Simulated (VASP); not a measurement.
**LuAl3N4: single point with r2SCAN**

LuAl3N4:

```
CELL_PARAMETERS angstrom
6.58569 0.00000 0.00000
0.00000 5.67339 0.00000
0.00000 0.00000 5.14551
ATOMIC_POSITIONS crystal
Lu 0.00000 0.83749 0.98026
Lu 0.50000 0.16251 0.48026
Al 0.00000 0.18636 0.49592
Al 0.50000 0.81364 0.99592
Al 0.25018 0.65967 0.49545
Al 0.74982 0.65967 0.49545
Al 0.75018 0.34033 0.99545
Al 0.24982 0.34033 0.99545
N 0.00000 0.21060 0.86556
N 0.50000 0.78940 0.36556
N 0.27389 0.65027 0.86321
N 0.72611 0.65027 0.86321
N 0.00000 0.84536 0.42521
N 0.77389 0.34973 0.36321
N 0.22611 0.34973 0.36321
N 0.50000 0.15464 0.92521
```

The cell was built by a generator and needn't be a form met in nature.

```yaml
Program: VASP 6.6.1
Task: single point
Functional: r2SCAN
Potentials_or_basis: VASP PAW PBE potentials, release 64 (Lu, Al, N)
Cutoff: 520 eV
k_mesh: 4 × 4 × 6
Occupations: gaussian, width 0.03 eV
Spin: no spin polarisation
Further_INCAR_settings: ALGO = Normal; EDIFF = 1e-06; NBANDS = 68
```

```
Pressure               : -3.9 GPa
Largest force          : 0.083 eV/Å
Band gap on the k mesh : 3.75 eV, indirect (least direct gap 3.79 eV)
```

Forces on the atoms (eV/Å):
```
Lu   0.000 -0.002 -0.063
Lu   0.000  0.002 -0.063
Al   0.000  0.060  0.023
Al   0.000 -0.060  0.023
Al   0.028 -0.043  0.045
Al  -0.028 -0.043  0.045
Al   0.028  0.043  0.045
Al  -0.028  0.043  0.045
N    0.000  0.051 -0.041
N    0.000 -0.051 -0.041
N    0.066 -0.039 -0.033
N   -0.066 -0.039 -0.033
N    0.000 -0.005  0.056
N    0.066  0.039 -0.033
N   -0.066  0.039 -0.033
N    0.000  0.005  0.056
```

Stress tensor (GPa, compression positive):
```
-3.95  0.00  0.00
 0.00 -3.87  0.00
 0.00  0.00 -3.80
```

Levels at points of the mesh, in eV from the valence-band top:
| k point | band 50 | band 51 | band 52 | band 53 | band 54 | band 55 | band 56 | band 57 | band 58 | band 59 |
| --- | --- | --- | --- | --- | --- | --- | --- | --- | --- | --- |
| (0.00, 0.00, 0.00) | -0.56 | -0.52 | -0.44 | -0.16 | -0.04 | 3.75 | 4.77 | 4.83 | 4.88 | 5.87 |
| (0.50, 0.00, 0.00) | -0.72 | -0.43 | -0.43 | -0.09 | -0.09 | 4.62 | 4.62 | 5.75 | 5.75 | 6.08 |
| (0.00, 0.50, 0.00) | -0.39 | -0.31 | -0.19 | -0.14 | -0.08 | 4.75 | 5.02 | 5.10 | 5.23 | 5.83 |
| (0.50, 0.50, 0.00) | -0.59 | -0.20 | -0.20 | -0.01 | -0.01 | 5.12 | 5.12 | 5.53 | 5.53 | 5.84 |
| (0.00, 0.00, 0.50) | -0.63 | -0.48 | -0.48 | -0.32 | -0.32 | 4.74 | 4.74 | 5.76 | 5.76 | 5.97 |
| (0.50, 0.00, 0.50) | -0.70 | -0.48 | -0.48 | -0.16 | -0.16 | 5.61 | 5.61 | 5.78 | 5.78 | 6.25 |
| (0.00, 0.50, 0.50) | -0.91 | -0.54 | -0.54 | -0.25 | -0.25 | 5.19 | 5.19 | 5.49 | 5.49 | 6.36 |
| (0.50, 0.50, 0.50) | -0.84 | -0.40 | -0.40 | -0.04 | -0.04 | 5.37 | 5.37 | 5.62 | 5.62 | 6.39 |

Run time: 5.5 min on 8 MPI ranks on Intel(R) Xeon(R) 6975P-C (Granite Rapids) (shared host), peak memory 0.62 GiB a rank.

Caveat: the PAW data sets were made with another functional, which shifts forces and pressure a little; spin-orbit coupling is left out, which moves the levels of the heavy elements. r2SCAN opens gaps a little over a GGA but as a rule still falls short of measured ones.
